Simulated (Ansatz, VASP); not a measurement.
**Ni (Ni(531)) in two plane-wave programs**

Wanted: the spread between two codes on one cell, functional and k mesh. The structure shown is the end of the Ansatz relaxation below.

Calculated with Ansatz 0.2.0; plane waves, with VASP 6.6.1 beside it; single point at PBE.

### 1. The starting structure

The cell holds 11 atoms: 11 Ni. Its edges and angles: a = 4.311 Å, b = 4.311 Å, c = 22.950 Å, α = 90.0°, β = 90.0°, γ = 99.6°. Vacuum lies along c.

### 2. Ansatz: relaxation, PBE

Ansatz runs on its default PAW (the set named soft_2) files.

This run makes the geometry at which the two programs are then compared.

Contents of input.yaml:

```yaml
crystal:
  lattice:
    - [4.31110195, 0.0, 0.0]
    - [-0.71851699, 4.25080385, 0.0]
    - [0.0, 0.0, 22.9498859533]
  atoms:
    - { symbol: Ni, position: [0.77142857, 0.62857143, 0.3703722109], spin: 0.7 }
    - { symbol: Ni, position: [0.02857143, 0.17142857, 0.3962977687], spin: 0.7 }
    - { symbol: Ni, position: [0.28571429, 0.71428571, 0.4222233265], spin: 0.7 }
    - { symbol: Ni, position: [0.54285714, 0.25714286, 0.4481488844], spin: 0.7 }
    - { symbol: Ni, position: [0.8, 0.8, 0.4740744422], spin: 0.7 }
    - { symbol: Ni, position: [0.05714286, 0.34285714, 0.5], spin: 0.7 }
    - { symbol: Ni, position: [0.31428571, 0.88571429, 0.5259255578], spin: 0.7 }
    - { symbol: Ni, position: [0.57142857, 0.42857143, 0.5518511156], spin: 0.7 }
    - { symbol: Ni, position: [0.82857143, 0.97142857, 0.5777766735], spin: 0.7 }
    - { symbol: Ni, position: [0.08571429, 0.51428571, 0.6037022313], spin: 0.7 }
    - { symbol: Ni, position: [0.34285714, 0.05714286, 0.6296277891], spin: 0.7 }
magnetization:
  spin_polarized: true
kpoints:
  mp_grid: { grid: [7, 7, 1] }
hamiltonian:
  xc: pbe
scf:
  occupations: { method: fermi_dirac, width: 0.1 }
  convergence: { dr2_threshold: 1.0e-08 }
efield:
  axis: 3
  dipole_correction: true
  ramp_position: 0.97
  ramp_width: 0.06
relax:
  f_tol: 0.015
  max_steps: 90
  constraints: [{ sites: [0, 1, 2] }]
output:
  write_potential: true
  write_density: true
  volumetric_format: npy
```

Launch:

```
ansatz run input.yaml --threads 4 --pin off --max-ram 12288MiB --backend cpu --events-out ev --progress --plain --runs-dir out
```

Numbers of over 12 decimals in the logs are rounded to 6 here.

The program printed:

```text
Engine: ansatz 0.2.0, x86_64-unknown-linux-gnu
Pseudopotentials: kind: paw
Pseudopotential: Ni, paw, valence charge 18, recommended cutoff 420 eV (normal), Ni.paw.azcp
Functional definition: PBE
  parameter kappa = 0.804
  parameter beta = 0.066725
  exchange = pbe_x(kappa = kappa, mu = beta*pi^2/3)
  correlation = pbe_c(beta = beta)
Crystal: 11 atoms, lattice volume = 420.572 Å³
Basis set: ecut = 420 eV, 8183 PW (Γ), exchange–correlation on 60×60×320 points (8 copies of the dense FFT grid, shifted against one another)
Bands: 124, of which v1, the nominal top of the filled ones, is band 99 counted from 1 (98 counted from 0)
Symmetry: 1 space group operations
k-points: 25 of 49 (time reversal used)
Non-local potential: Ni, projectors of the file, l = 0: 3, l = 1: 2, l = 2: 3, l = 3: 1
PAW form: soft (Blöchl's): semilocal exchange-correlation on the pseudo side does not see the compensation charge
PAW one-centre angular grid: Ni, 590 points (default); XC on 64 Gauss nodes
Initial density: superposition of atomic densities (neutral atoms: chi_scale 0, normalization atom)
Starting moments: Σ|m| = 7.7 μB on 11 of 11 sites
Initial wavefunctions: pseudopotential atomic-orbital guess
Functional: x = pbe(κ = 0.804, μ = 0.219515), c = pbe(β = 0.066725)
SCF iter   1: F=—  HF=-64220.827646 eV  |F-HF|=—  |Δ(HF+E_count)|=         —  Δρ=2.21e-2 (↑1.71e-2 ↓2.21e-2)  dr2=1.20e1  dr2_m=8.23e-1  M=8.398 μB ∫|m|=8.725 μB  β_m=1.00  ethr=3.10e-3  p=0.000 e·Å  D=1.57e-13 V/Å  ΔV_dip=-0.00 eV  dr2_dipole=2.13e-9  V_vac-E_F(+/−)=7.06/7.06 eV  ⟨swp⟩=10.3  Hψ=31408  notcnv=0  defer=331
Mixer restart at iter 1: flushing history
efield: sawtooth ramp at fractional position 0.9700 (set: `efield.ramp_position`, or a place that a band, a saddle search or an elastic batch's reference lends), width 0.0600; the density the first Hamiltonian is built on has a dipole p = 0.000 e·Å; the dipole correction subtracts the counter field D = 1.57e-13 V/Å, which shifts the + side's vacuum level by -0.00 eV against the − side's; the planar-averaged density in the ramp window peaks in size at 3.1e-5 e/Å³
preconditioner: auto → LDOS  [metal: Δε(μ)=0.005 eV  Ē_g=6.804 eV  σ=0.100 eV  W_gap=0.01  n_scr=104 (ndim 8)  ℏωp=19.0 eV  f_vac=0.632  D(μ)=23.92/eV (n_scr^D=242)]
spin=Collinear: LDOS preconditioning applied to the charge; magnetization (m = ρ↑ − ρ↓) channel mixes plain (no charge-response kernel on spin).
SCF iter   2: F=—  HF=-64222.582319 eV  |F-HF|=—  |Δ(HF+E_count)|=    1.75e0  Δρ=1.44e-2 (↑1.44e-2 ↓1.15e-2)  dr2=3.23e0  dr2_m=2.04e-2  M=8.310 μB ∫|m|=9.002 μB  β_m=0.34  ethr=3.10e-3  p=0.001 e·Å  D=3.32e-4 V/Å  ΔV_dip=-0.01 eV  dr2_dipole=1.05e-5  V_vac-E_F(+/−)=5.97/5.98 eV  ⟨swp⟩=2.2  Hψ=10371  notcnv=0  defer=532
density mixer auto → msr1: a metal under ldos (density of states about μ 3.88 of a free-electron gas's, 104 screened modes)
SCF iter   3: F=—  HF=-64226.979402 eV  |F-HF|=—  |Δ(HF+E_count)|=    4.40e0  Δρ=4.73e-3 (↑4.73e-3 ↓4.44e-3)  dr2=5.19e-1  dr2_m=9.24e-3  M=8.336 μB ∫|m|=9.135 μB  β_m=0.44  ethr=1.63e-3  p=0.001 e·Å  D=3.80e-4 V/Å  ΔV_dip=-0.01 eV  dr2_dipole=2.16e-5  V_vac-E_F(+/−)=5.34/5.35 eV  ⟨swp⟩=2.3  Hψ=9762  notcnv=0  defer=532
SCF iter   4: F=—  HF=-64230.434454 eV  |F-HF|=—  |Δ(HF+E_count)|=    3.46e0  Δρ=6.78e-3 (↑4.51e-3 ↓6.78e-3)  dr2=3.43e-1  dr2_m=1.14e-2  M=8.169 μB ∫|m|=9.126 μB  β_m=0.72  ethr=2.62e-4  p=0.001 e·Å  D=3.32e-4 V/Å  ΔV_dip=-0.01 eV  dr2_dipole=4.55e-5  V_vac-E_F(+/−)=4.76/4.77 eV  ⟨swp⟩=2.6  Hψ=10238  notcnv=0  defer=511
SCF iter   5: F=—  HF=-64231.649821 eV  |F-HF|=—  |Δ(HF+E_count)|=    1.22e0  Δρ=4.36e-3 (↑2.88e-3 ↓4.36e-3)  dr2=1.33e-1  dr2_m=4.42e-3  M=7.963 μB ∫|m|=9.002 μB  β_m=0.64  ethr=1.73e-4  p=-0.000 e·Å  D=-1.28e-4 V/Å  ΔV_dip=0.00 eV  dr2_dipole=2.20e-5  V_vac-E_F(+/−)=4.55/4.55 eV  ⟨swp⟩=2.2  Hψ=11336  notcnv=0  defer=514
SCF iter   6: F=—  HF=-64231.642597 eV  |F-HF|=—  |Δ(HF+E_count)|=         —  Δρ=3.27e-3 (↑7.92e-4 ↓3.27e-3)  dr2=4.02e-2  dr2_m=1.30e-2  M=7.763 μB ∫|m|=8.787 μB  β_m=0.64  ethr=6.70e-5  p=0.000 e·Å  D=4.62e-5 V/Å  ΔV_dip=-0.00 eV  dr2_dipole=6.24e-7  V_vac-E_F(+/−)=4.54/4.54 eV  ⟨swp⟩=2.1  Hψ=10231  notcnv=0  defer=536
SCF iter   7: F=—  HF=-64231.643676 eV  |F-HF|=—  |Δ(HF+E_count)|=   1.08e-3  Δρ=1.82e-3 (↑7.28e-4 ↓1.82e-3)  dr2=1.36e-2  dr2_m=2.39e-3  M=7.751 μB ∫|m|=8.775 μB  β_m=0.73  ethr=2.03e-5  p=-0.000 e·Å  D=-2.55e-5 V/Å  ΔV_dip=0.00 eV  dr2_dipole=4.86e-7  V_vac-E_F(+/−)=4.48/4.48 eV  ⟨swp⟩=2.0  Hψ=8308  notcnv=0  defer=536
SCF iter   8: F=—  HF=-64231.642216 eV  |F-HF|=—  |Δ(HF+E_count)|=   1.46e-3  Δρ=5.61e-4 (↑3.31e-4 ↓5.61e-4)  dr2=2.28e-3  dr2_m=1.16e-4  M=7.744 μB ∫|m|=8.761 μB  β_m=0.71  ethr=6.87e-6  p=0.000 e·Å  D=1.24e-4 V/Å  ΔV_dip=-0.00 eV  dr2_dipole=4.27e-6  V_vac-E_F(+/−)=4.47/4.47 eV  ⟨swp⟩=2.0  Hψ=9254  notcnv=0  defer=536
[...]
SCF converged after 12 iterations
Magnetization: 7.7004 μB (102.8502 up, 95.1498 down)
Absolute magnetization: 8.7020 μB (∫|ρ↑−ρ↓|, with the PAW one-centre terms)
Spin contamination: 0.1036 ħ² per cell (⟨S²⟩ above its minimum at these occupations)
Per-site moments (μB) at R_I (Å): [(0.824570, 0.996319), (0.776035, 1.005934), (0.703194, 1.008358), (0.688075, 1.001051), (0.686709, 0.996319), (0.737323, 1.004764), (0.678354, 0.971864), (0.686981, 0.990241), (0.701774, 0.993442), (0.776151, 1.004764), (0.817540, 0.971864)]
Free energy (F): -64231.760144 eV
Harris-Foulkes:  -64231.760144 eV  (|F-HF|=1.75e-10)
Internal energy: -64231.107531 eV  (E = F + TS)
E sigma→0 (E₀):  -64231.433837 eV
Entropy (-TS):   -0.652613 eV (-59.328 meV/atom)
Fermi energy:    2.022034 eV
Dipole field:    D = -0.004016 V/Å  (p = -0.009334 e·Å, saw-weighted, corrected)
Work function:   Φ+ = 4.5074 eV   Φ− = 4.4152 eV
Levels:          The Fermi level and band energies are counted from a zero that moves with the ramp; work functions are not
--- Per-component energies (eV) ---
  E_band       = -6287.044525
  E_kinetic    = 3096.575881
  E_local      = -421801.122525  (includes V_loc(G=0)·N_el)
  E_nonlocal   = 7015.835032
  E_hartree    = 206200.876156
  E_xc         = -921.612451
  E_vxc        = -1187.371631  (∫ρ·V_xc dr)
  E_paw        = -17946.288071  (= ΣΔE_a)
  E_vpaw       = -5812.683563  (= ΣTr[D̂ρ^β])
  E_aug_tail   = 0.005858  (compensation charges beyond the density's cutoff)
  E_efield     = 0.000019  (sawtooth field / dipole correction)
  E_vefield    = -0.044824  (∫n·V_field dr)
  E_ewald      = 160124.622570
  E_smearing   = -0.652613  (= −TS)
  E_closure    = -0.000000  (closes the sum)
  Σ components = -64231.760144   (vs F -64231.760144, Δ=0.00e0)
--- Forces (eV/Å), atoms counted from 1 ---
  atom   1  Ni     0.10514588     0.06735659     0.55290974
  atom   2  Ni    -0.02585012     0.01744536    -0.05534350
  atom   3  Ni    -0.07909214    -0.08893873    -0.50741701
  atom   4  Ni     0.00099841     0.00048763     0.00282377
  atom   5  Ni    -0.00009807     0.00436551     0.00870378
  atom   6  Ni     0.00126665     0.00204015     0.00264802
  atom   7  Ni     0.00022421    -0.00072817     0.00721693
  atom   8  Ni    -0.00341998     0.00005931    -0.00284765
  atom   9  Ni     0.00192790    -0.00245787    -0.00066399
  atom  10  Ni     0.00340245    -0.00405084     0.00191554
  atom  11  Ni    -0.00451143     0.00442581    -0.00997270
  max |Σ_I F_I| component: 2.71e-5 eV/Å
--- Band table (eV; the first three rows and the last of 50) ---
  k-point 0 ↑: bands = [... 95 lower, 1.2103, 1.2580, 1.3027, 1.3217, 1.3613, 1.4150, 1.4248, 2.7818, ... 21 higher]
  k-point 1 ↑: bands = [... 95 lower, 1.2378, 1.2668, 1.3385, 1.3509, 1.3872, 1.4069, 1.4424, 2.1748, ... 21 higher]
  k-point 2 ↑: bands = [... 95 lower, 1.2452, 1.2800, 1.3082, 1.3512, 1.3839, 1.4284, 1.4667, 1.7295, ... 21 higher]
  k-point 24 ↓: bands = [... 95 lower, 2.0547, 2.1132, 2.1346, 2.1637, 2.2187, 2.3154, 2.3602, 2.5431, ... 21 higher]
--- Relaxed structure (4 steps of the walk, 4 accepted, 0 SCFs on fresh bases) ---
  F+E_penalty+E_count = -64231.76014394 eV   max|allowed force component| = 9.973e-3 eV/Å
  atoms:
    - { symbol: Ni, position: [0.77142857, 0.62857143, 0.370372] }
    - { symbol: Ni, position: [0.028571, 0.171429, 0.3962977687] }
    - { symbol: Ni, position: [0.285714, 0.71428571, 0.422223] }
    - { symbol: Ni, position: [0.541868, 0.254073, 0.443750] }
    - { symbol: Ni, position: [0.797323, 0.797399, 0.470862] }
    - { symbol: Ni, position: [0.055624, 0.341158, 0.498016] }
    - { symbol: Ni, position: [0.315800, 0.889146, 0.523811] }
    - { symbol: Ni, position: [0.573772, 0.435253, 0.550812] }
    - { symbol: Ni, position: [0.825307, 0.972696, 0.576224] }
    - { symbol: Ni, position: [0.085574, 0.516575, 0.599056] }
    - { symbol: Ni, position: [0.336332, 0.058764, 0.621535] }
```

(Continued in part 2 of 2.)

[Lines on the potential files, build, host, timing and source positions are cut from VASP's logs without a mark.]

[Logs are printed without paths, hosts, clocks, repeated set-up lines and the standing remarks that a program may print on its own settings, such as how far it seeks lower states.]

[Hosts, paths, dates, database ids (printed as entryN), source tags and the programs' standing remarks are cut or masked in the printed files.]
